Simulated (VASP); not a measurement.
Calculation: r2SCAN meta-GGA, VASP's PBE PAW potentials (set 64) (plane waves; VASP).

VASP ran on this input.

### INCAR
```
SYSTEM = Ba(110) slab
PREC = Normal
ENCUT = 400
EDIFF = 1E-6
NELM = 100
ALGO = Normal
LREAL = .FALSE.
LASPH = .TRUE.
ISMEAR = 1
SIGMA = 0.1
METAGGA = R2SCAN
LMIXTAU = .TRUE.
LMAXMIX = 4
LWAVE = .FALSE.
LCHARG = .FALSE.
NELMIN = 4
LDIPOL = .TRUE.
IDIPOL = 3
DIPOL = 0.5 0.5 0.5
LVHAR = .TRUE.
LORBIT = 11
```

**POSCAR**
```
Ba(110) slab
1
    4.3992612700     0.0000000000     0.0000000000
   -1.4664200860     4.1476630160     0.0000000000
    0.0000000000     0.0000000000    25.9547153853
Ba
3
Direct
  0.5000000000   0.5000000000   0.3645271781
  0.0000000000   0.0000000000   0.5000000000
  0.5000000000   0.5000000000   0.6354728219
```

**KPOINTS**
```
Automatic mesh
0
Gamma
7 7 1
0 0 0
```

POTCAR, in this order: Ba_sv (PBE.64 set). Program: vasp_std. Read from the step before: WAVECAR.

Unless said otherwise, spin-orbit coupling is left out, though it shifts the bands of the heavy elements here.

Q: Predict the energy per atom (σ→0), band gap (on the k-mesh).

A: 
- energy per atom (σ→0): -26178 meV/atom
- band gap (on the k-mesh): none (metal, semimetal or under 0.01 eV)

**OSZICAR**
```
       N       E                     dE             d eps       ncg     rms          rms(c)
DAV:   1    -0.785354246594E+02   -0.78535E+02   -0.42703E-05   985   0.251E-02    0.401E-03
DAV:   2    -0.785354199775E+02    0.46819E-05   -0.24829E-05   788   0.174E-02    0.288E-03
DAV:   3    -0.785354203192E+02   -0.34171E-06   -0.42857E-06   604   0.111E-02    0.752E-04
DAV:   4    -0.785354212770E+02   -0.95785E-06   -0.88500E-07   517   0.631E-03
   1 F= -.78535421E+02 E0= -.78534107E+02  d E =-.394150E-02
```

The cell is a thin slab with vacuum, built from Ba (bcc): (110) face.
